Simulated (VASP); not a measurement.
Output of a VASP run:

File OSZICAR:
```
       N       E                     dE             d eps       ncg     rms          rms(c)
DAV:   1     0.688646967731E+03    0.68865E+03   -0.29978E+04  3184   0.184E+03
DAV:   2    -0.139818461603E-01   -0.68866E+03   -0.67020E+03  3400   0.547E+02
DAV:   3    -0.737879174997E+02   -0.73774E+02   -0.73064E+02  3616   0.187E+02
DAV:   4    -0.756247659035E+02   -0.18368E+01   -0.18283E+01  3592   0.301E+01
DAV:   5    -0.756540737351E+02   -0.29308E-01   -0.29240E-01  3472   0.433E+00    0.196E+01
DAV:   6    -0.635233969085E+02    0.12131E+02   -0.23550E+01  3744   0.406E+01    0.152E+01
DAV:   7    -0.602180624737E+02    0.33053E+01   -0.17868E+01  3384   0.377E+01    0.134E+01
DAV:   8    -0.606611996902E+02   -0.44314E+00   -0.70465E+00  3392   0.285E+01    0.713E+00
DAV:   9    -0.581449100043E+02    0.25163E+01   -0.22089E+00  3360   0.140E+01    0.512E+00
DAV:  10    -0.578417738284E+02    0.30314E+00   -0.30679E-01  3328   0.519E+00    0.900E-01
DAV:  11    -0.578275247452E+02    0.14249E-01   -0.11685E-02  3448   0.884E-01    0.700E-01
DAV:  12    -0.578270160268E+02    0.50872E-03   -0.16347E-01  3648   0.267E+00    0.629E-01
DAV:  13    -0.578223132712E+02    0.47028E-02   -0.12267E-02  3112   0.108E+00    0.543E-01
DAV:  14    -0.578204465184E+02    0.18668E-02   -0.10034E-02  3600   0.660E-01    0.155E-01
DAV:  15    -0.578205593890E+02   -0.11287E-03   -0.13540E-03  3088   0.240E-01    0.539E-02
DAV:  16    -0.578205980727E+02   -0.38684E-04   -0.47921E-04  3656   0.136E-01    0.174E-02
DAV:  17    -0.578205936345E+02    0.44382E-05   -0.30117E-05  3136   0.433E-02    0.205E-02
DAV:  18    -0.578205705544E+02    0.23080E-04   -0.18409E-06  2488   0.995E-03    0.132E-02
DAV:  19    -0.578205436635E+02    0.26891E-04   -0.20047E-05  3256   0.296E-02    0.223E-03
DAV:  20    -0.578205440342E+02   -0.37070E-06   -0.80221E-07  1704   0.840E-03
   1 F= -.57820544E+02 E0= -.57820544E+02  d E =-.578205E+02  mag=    -0.0000
       N       E                     dE             d eps       ncg     rms          rms(c)
DAV:   1    -0.578446672691E+02   -0.24124E-01   -0.59611E-01  3384   0.742E+00    0.129E+00
DAV:   2    -0.578217312313E+02    0.22936E-01   -0.78377E-02  3408   0.212E+00    0.643E-01
DAV:   3    -0.578203300611E+02    0.14012E-02   -0.13066E-02  3664   0.103E+00    0.300E-01
DAV:   4    -0.578205838793E+02   -0.25382E-03   -0.68722E-04  3120   0.242E-01    0.183E-01
DAV:   5    -0.578202605503E+02    0.32333E-03   -0.57359E-04  3344   0.215E-01    0.726E-02
DAV:   6    -0.578208070658E+02   -0.54652E-03   -0.24917E-04  3072   0.138E-01    0.119E-02
DAV:   7    -0.578208098615E+02   -0.27957E-05   -0.91295E-06  3712   0.228E-02    0.450E-03
DAV:   8    -0.578208064056E+02    0.34560E-05   -0.43613E-07  2016   0.621E-03    0.246E-03
DAV:   9    -0.578208102158E+02   -0.38102E-05   -0.11400E-07  1608   0.288E-03    0.985E-04
DAV:  10    -0.578208114709E+02   -0.12551E-05   -0.28548E-08  1592   0.190E-03    0.196E-04
DAV:  11    -0.578208113110E+02    0.15986E-06   -0.57578E-09  1592   0.706E-04
   2 F= -.57820811E+02 E0= -.57820811E+02  d E =-.267277E-03  mag=    -0.0000
```

### OUTCAR
```
------------------------ aborting loop because EDIFF is reached ----------------------------------------
  FORCE on cell =-STRESS in cart. coord.  units (eV):
  Direction    XX          YY          ZZ          XY          YZ          ZX
  --------------------------------------------------------------------------------------
  Total        0.0237016      0.0237016     -0.0913005      0.0000000      0.0000000      0.0000000
  in kB        0.4885147      0.4885147     -1.8817977      0.0000000      0.0000000      0.0000000
  external PRESSURE =      -0.3015894 kB  Pullay stress =       0.0000000 kB
  volume of cell :       77.73
      direct lattice vectors                 reciprocal lattice vectors
     4.858197341  0.000000000  0.000000000     0.205837666  0.000000000  0.000000000
     0.000000000  4.858197341  0.000000000     0.000000000  0.205837666  0.000000000
     0.000000000  0.000000000  3.293522094     0.000000000  0.000000000  0.303626322
 POSITION                                       TOTAL-FORCE (eV/Angst)
 -----------------------------------------------------------------------------------
      0.00000      0.00000      3.29352         0.000000      0.000000      0.000000
      2.42910      2.42910      1.64676         0.000000      0.000000      0.000000
      1.47757      1.47757      3.29352        -0.004165     -0.004165     -0.000000
      3.90667      0.95153      1.64676        -0.004165      0.004165      0.000000
      0.95153      3.90667      1.64676         0.004165     -0.004165      0.000000
      3.38063      3.38063      0.00000         0.004165      0.004165      0.000000
 -----------------------------------------------------------------------------------
    total drift:                               -0.000000      0.000000      0.000000
  FREE ENERGIE OF THE ION-ELECTRON SYSTEM (eV)
  ---------------------------------------------------
  free  energy   TOTEN  =       -57.8208113110 eV

  energy  without entropy=      -57.8208113110  energy(sigma->0) =      -57.82081131

 total charge

# of ion       s       p       d       tot
------------------------------------------
    1        0.193   6.144   4.955  11.292
    2        0.193   6.144   4.955  11.292
    3        1.761   4.391   0.000   6.152
    4        1.761   4.391   0.000   6.152
    5        1.761   4.391   0.000   6.152
    6        1.761   4.391   0.000   6.152
--------------------------------------------------
tot          7.430  29.854   9.910  47.194

 magnetization (x)

# of ion       s       p       d       tot
------------------------------------------
    1        0.025   0.015   4.558   4.598
    2       -0.025  -0.015  -4.558  -4.598
    3       -0.003  -0.021   0.000  -0.023
    4        0.003   0.021   0.000   0.023
    5        0.003   0.021   0.000   0.023
    6       -0.003  -0.021   0.000  -0.023
--------------------------------------------------
tot          0.000   0.000   0.000   0.000

 reached required accuracy - stopping structural energy minimisation
```
(Selected blocks of OUTCAR.)

File POSCAR:
```
MnF2
1
    4.8475729955    -0.0000000000     0.0000000000
    0.0000000000     4.8475729955     0.0000000000
    0.0000000000     0.0000000000     3.2880591720
Mn F
2 4
Direct
  0.0000000000   1.0000000000   1.0000000000
  0.5000000000   0.5000000000   0.5000000000
  0.3042902355   0.3042902355   0.0000000000
  0.8042902355   0.1957097645   0.5000000000
  0.1957097645   0.8042902355   0.5000000000
  0.6957097645   0.6957097645   1.0000000000
```

Reconstruct the remaining input files.

Several could match; the one computed here: the input of the run itself, MS2 meta-GGA, plane waves, VASP's PBE PAW potentials (set 64).

**INCAR**
```
! general
SYSTEM =MnF2
PREC   =Accurate
ENCUT  =520   ! plane-wave cut-off (eV)
LREAL  =.FALSE.
LASPH  =.TRUE.

! electronic loop
EDIFF  =1E-6
NELM   =100   ! most electronic steps
ALGO   =Normal   ! blocked Davidson
LMAXMIX=4
LMIXTAU=.TRUE.

! smearing
ISMEAR =0
SIGMA  =0.05   ! width (eV)

! functional
METAGGA=MS2

! spin
ISPIN  =2   ! spin-polarised
MAGMOM =5.0 -5.0 0.0 0.0 0.0 0.0

! ions
IBRION =2
NSW    =60   ! most ionic steps
ISIF   =3   ! ions, shape and volume
EDIFFG =-0.02   ! ionic stop

! output
LWAVE  =.FALSE.
LCHARG =.FALSE.
LORBIT =10
```

**KPOINTS**
```
kpoints
0
G
  4 4 6
```

POTCAR, in this order: Mn_pv F (PBE.64 set). Program: vasp_std.

The compound is MnF2 in the rutile structure. This run relaxes it. Symmetry was kept, so distortions that lower it aren't found. The start is the result of an earlier pass.
